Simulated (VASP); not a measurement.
# Germanium: how cutoff and mesh change the relaxed cell, part 2 of 2

How far does the relaxed cell of Germanium depend on cutoff and k mesh? The starting structure is a measured crystal structure from the Crystallography Open Database. The first relaxation on each setting starts from this cell expanded by 3 % in volume.

VASP 6.6.1.

Results so far: reference 22.74 Å³ an atom; a cutoff of 310 eV 22.68 Å³ an atom; an 8×8×8 mesh 22.74 Å³ an atom.

## (5) Relaxation with a cutoff of 600 eV

Level of this step: PBEsol; plane waves and PAW (Ge_d) (VASP).

Against step 2 the input has ENCUT = 600.

The input, INCAR:

```
SYSTEM = Ge
PREC = Accurate
ENCUT = 600
EDIFF = 1E-06
NELM = 100
ISMEAR = 1
SIGMA = 0.15
LREAL = .FALSE.
ALGO = Normal
GGA = PS
NBANDS = 20
LORBIT = 11
LWAVE = .FALSE.
LCHARG = .FALSE.
KPAR = 2
IBRION = 2
NSW = 50
ISIF = 3
EDIFFG = -0.004
```

The input, POSCAR:

```
Ge
1.0
    0.0000000000      2.8569208316      2.8569208316
    2.8569208316      0.0000000000      2.8569208316
    2.8569208316      2.8569208316      0.0000000000
Ge
2
Direct
    0.7500000000      0.7500000000      0.7500000000
    0.5000000000      0.5000000000      0.5000000000
```

The input, KPOINTS:

```
Automatic mesh
0
Gamma
14 14 14
0 0 0
```

Potentials, in the order of the species: Ge_d (PBE family, release 64).

Launch:

```bash
mpirun -np 2 vasp_std
```

Output:

```text
[... set-up lines as in an earlier step ...]
 entering main loop
       N       E                     dE             d eps       ncg     rms          rms(c)
DAV:   1     0.194279332851E+03    0.19428E+03   -0.16010E+04  4472   0.410E+03
DAV:   2     0.179448488169E+02   -0.17633E+03   -0.17149E+03  4168   0.643E+02
DAV:   3    -0.906555906195E+01   -0.27010E+02   -0.26785E+02  4676   0.153E+02
DAV:   4    -0.999438569246E+01   -0.92883E+00   -0.92801E+00  4680   0.331E+01
[...]
DAV:  10    -0.987391439649E+01   -0.13248E-04   -0.20515E-05  4724   0.397E-02    0.525E-03
DAV:  11    -0.987391553311E+01   -0.11366E-05   -0.39640E-06  4856   0.299E-02    0.118E-03
DAV:  12    -0.987391523777E+01    0.29535E-06   -0.57908E-07  2628   0.156E-02
   1 F= -.98739152E+01 E0= -.98739166E+01  d E =-.987392E+01
[...]
N       E                     dE             d eps       ncg     rms          rms(c)
DAV:   1    -0.101452587052E+02   -0.27134E+00   -0.34537E+00  5724   0.352E+01    0.307E+00
[...]
DAV:   5    -0.987766622500E+01    0.10449E-03   -0.55345E-04  4624   0.440E-01    0.494E-02
DAV:   6    -0.987767213912E+01   -0.59141E-05   -0.26653E-05  5336   0.809E-02    0.218E-03
DAV:   7    -0.987767264051E+01   -0.50139E-06   -0.17413E-06  3120   0.236E-02
   2 F= -.98776726E+01 E0= -.98777306E+01  d E =-.375740E-02
 trial-energy change:   -0.003757  1 .order   -0.004568   -0.011810    0.002675
 step:   0.7529(harm=  0.8153)  dis= 0.00000  next Energy=    -9.878015 (dE=-0.410E-02)
[...]
N       E                     dE             d eps       ncg     rms          rms(c)
DAV:   1    -0.989459573870E+01   -0.16924E-01   -0.22112E-01  5724   0.941E+00    0.750E-01
DAV:   2    -0.988241929044E+01    0.12176E-01   -0.15834E-02  5448   0.255E+00    0.374E-01
DAV:   3    -0.987854934689E+01    0.38699E-02   -0.61182E-03  5592   0.138E+00    0.874E-02
DAV:   4    -0.987826619948E+01    0.28315E-03   -0.74000E-04  5308   0.537E-01    0.189E-02
DAV:   5    -0.987826190786E+01    0.42916E-05   -0.48581E-05  5176   0.134E-01    0.134E-02
DAV:   6    -0.987826110316E+01    0.80470E-06   -0.28919E-06  3868   0.318E-02
   3 F= -.98782611E+01 E0= -.98783089E+01  d E =-.434587E-02
[...]
reached required accuracy - stopping structural energy minimisation
```

Run time: 55 s. Hardware: 2 MPI ranks of AMD EPYC 9R45, shared host; peak memory 0.45 GiB; 1.8 min of CPU time.

OUTCAR, selected parts (step 5):

```text
  Total       -0.0076615     -0.0076615     -0.0076615     -0.0000000      0.0000000      0.0000000
  in kB       -0.2690873     -0.2690873     -0.2690873     -0.0000000      0.0000000      0.0000000
  external PRESSURE =      -0.2690873 kB  Pullay stress =       0.0000000 kB

 POSITION                                       TOTAL-FORCE (eV/Angst)
 -----------------------------------------------------------------------------------
      4.25394      4.25394      4.25394         0.000000      0.000000      0.000000
      2.83596      2.83596      2.83596        -0.000000     -0.000000     -0.000000
 -----------------------------------------------------------------------------------
    total drift:                               -0.000000     -0.000000      0.000000

  FREE ENERGIE OF THE ION-ELECTRON SYSTEM (eV)
  ---------------------------------------------------
  free  energy   TOTEN  =        -9.8782611032 eV

  energy  without entropy=       -9.8784043802  energy(sigma->0) =       -9.87830886

[... 2 parts as in an earlier step ...]

[... 2 further parts left out ...]
[key lines of the parts left out:]
E-fermi :   4.7973
```

With a cutoff of 600 eV the cell ends at 22.809 Å³ an atom, +0.32 % from the reference; the bulk modulus is 67.5 GPa against 67.7 GPa.

## (6) Relaxation with a 20×20×20 mesh

Against step 2 the input has a 20×20×20 mesh.

Edit INCAR of step 5 so:

```diff
@@ -2,3 +2,3 @@
 PREC = Accurate
-ENCUT = 600
+ENCUT = 450
 EDIFF = 1E-06
```

POSCAR is that of step 5.

The input, KPOINTS:

```
Automatic mesh
0
Gamma
20 20 20
0 0 0
```

Launch:

```bash
mpirun -np 2 vasp_std
```

Output:

```text
[... set-up lines as in an earlier step ...]
 entering main loop
       N       E                     dE             d eps       ncg     rms          rms(c)
DAV:   1     0.177053958914E+03    0.17705E+03   -0.13880E+04 11004   0.350E+03
DAV:   3    -0.923316689406E+01   -0.24033E+02   -0.23879E+02 11560   0.140E+02
DAV:   4    -0.999637963496E+01   -0.76321E+00   -0.76276E+00 11480   0.296E+01
DAV:   5    -0.100090155089E+02   -0.12636E-01   -0.12635E-01 11456   0.417E+00    0.313E+00
[...]
DAV:  10    -0.987339179776E+01   -0.13677E-04   -0.22241E-05 11524   0.441E-02    0.524E-03
DAV:  11    -0.987339306936E+01   -0.12716E-05   -0.54433E-06 13808   0.365E-02    0.150E-03
DAV:  12    -0.987339270005E+01    0.36931E-06   -0.86316E-07  6864   0.185E-02
   1 F= -.98733927E+01 E0= -.98734082E+01  d E =-.987339E+01
[...]
2 F= -.98786166E+01 E0= -.98786560E+01  d E =-.522387E-02
[...]
3 F= -.98796429E+01 E0= -.98796773E+01  d E =-.625017E-02
[...]
4 F= -.98796354E+01 E0= -.98796692E+01  d E =-.624268E-02
[...]
5 F= -.98796429E+01 E0= -.98796770E+01  d E =-.625018E-02
[...]
reached required accuracy - stopping structural energy minimisation
```

Elapsed: 2.4 min, on 2 MPI ranks; peak memory 0.51 GiB; 4.8 min of CPU time.

From OUTCAR (step 6):

```text
  Total        0.0052086      0.0052086      0.0052086      0.0000000      0.0000000      0.0000000
  in kB        0.1835060      0.1835060      0.1835060      0.0000000      0.0000000      0.0000000
  external PRESSURE =       0.1835060 kB  Pullay stress =       0.0000000 kB

 POSITION                                       TOTAL-FORCE (eV/Angst)
 -----------------------------------------------------------------------------------
      4.24953      4.24953      4.24953        -0.000000     -0.000000     -0.000000
      2.83302      2.83302      2.83302         0.000000      0.000000      0.000000
 -----------------------------------------------------------------------------------
    total drift:                                0.000000      0.000000      0.000000

  FREE ENERGIE OF THE ION-ELECTRON SYSTEM (eV)
  ---------------------------------------------------
  free  energy   TOTEN  =        -9.8796428815 eV

  energy  without entropy=       -9.8797453216  energy(sigma->0) =       -9.87967703

[... 1 part as in an earlier step ...]

[... 3 further parts left out ...]
[key lines of the parts left out:]
E-fermi :   4.8474
```

The log as kept lacks single lines of electronic cycles.

With a 20×20×20 mesh the cell ends at 22.738 Å³ an atom, +0.01 % from the reference; the bulk modulus is 68.2 GPa against 67.7 GPa.

## (7) All runs side by side

```tsv
run	volume (Å³/atom)	change (%)	bulk modulus (GPa)	pressure left (GPa)	core minutes
reference	22.736	-	67.7	0.02	2.0
a cutoff of 310 eV	22.676	-0.27	67.6	0.02	1.63
an 8×8×8 mesh	22.736	0.0	66.2	0.03	0.653
a cutoff of 600 eV	22.809	0.32	67.5	-0.03	1.83
a 20×20×20 mesh	22.738	0.01	68.2	0.02	4.87
```

Core minutes are wall time times ranks, summed over the relaxations behind a row (those for a bulk modulus apart), on shared hosts.

## (8) Results

```json
{"volume of the reference": "22.74 Å³/atom", "volume against the reference, a cutoff of 310 eV": "-0.27 %", "volume against the reference, an 8×8×8 mesh": "+0.00 %", "volume against the reference, a cutoff of 600 eV": "+0.32 %", "volume against the reference, a 20×20×20 mesh": "+0.01 %"}
```

In words: The volume moves most with a cutoff of 600 eV: +0.32 % against the reference (450 eV, 14×14×14 mesh). On finer settings it changes by +0.32 % with a cutoff of 600 eV and +0.01 % with a 20×20×20 mesh. The relaxations stop with up to 0.03 GPa left, which at the bulk modulus found here is 0.04 % of the volume. A cell that shrinks at the lower cutoff is the usual mark of Pulay stress, the error that a plane-wave basis makes when it is kept while the volume changes. The bulk modulus is more sensitive: it changes by -2.2 % with an 8×8×8 mesh. Further runs on this material are not shown.

[Lines on the potential files, build, host, timing and source positions are cut from VASP's logs without a mark.]

[Logs are printed without paths, hosts, clocks, repeated set-up lines and the standing remarks that a program may print on its own settings, such as how far it seeks lower states.]

[Hosts, paths, dates, database ids (printed as entryN), source tags and the programs' standing remarks are cut or masked in the printed files.]
